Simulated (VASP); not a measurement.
BaMgAsF, 8 atoms in the cell. It takes space group P4/nmm (No. 129, tetragonal). Conventional cell: a = 4.376 Å, b = 4.376 Å, c = 9.535 Å, α = 90.00°, β = 90.00°, γ = 90.00°. Ba (site symmetry 4mm) is surrounded by 4 F at 2.64 Å. As (site symmetry 4mm) is surrounded by 4 Mg at 2.68 Å. Mg (site symmetry -4m2) is surrounded by 4 As at 2.68 Å. F (site symmetry -4m2) has 4 Ba at 2.64 Å as nearest neighbours. The cell comes from a database or a generator and needn't be the stable form of this composition.

| Item | Value |
| --- | --- |
| Program | VASP 6.6.1 |
| Task | relaxation of cell and atoms |
| Functional | PBEsol |
| Potentials or basis | VASP PAW PBE potentials, release 64 (Ba_sv, As, Mg, F) |
| Cutoff | 600 eV |
| k mesh | 6 × 6 × 4 |
| Occupations | gaussian, width 0.03 eV |
| Spin | no spin polarisation |
| Further INCAR settings | ALGO = Normal; EDIFF = 1e-07; IBRION = 2; EDIFFG = -0.005; NSW = 90; ISIF = 3 |

Potentials or basis: VASP PAW PBE potentials, release 64 (Ba_sv, As, Mg, F).

Launch:

```bash
$ cat potpaw_PBE.64/Ba_sv/POTCAR potpaw_PBE.64/As/POTCAR potpaw_PBE.64/Mg/POTCAR potpaw_PBE.64/F/POTCAR > POTCAR
$ mpirun -np 2 vasp_std > vasp.out
```

Hardware: 2 MPI ranks on Intel(R) Xeon(R) 6975P-C (Granite Rapids) (shared host).

Estimate the wall time of this run.

Run time: 94 s on 2 MPI ranks on Intel(R) Xeon(R) 6975P-C (Granite Rapids), on a shared host, peak memory 0.46 GiB a rank. Counts: scf iterations 24, k points 30, ion steps 2.
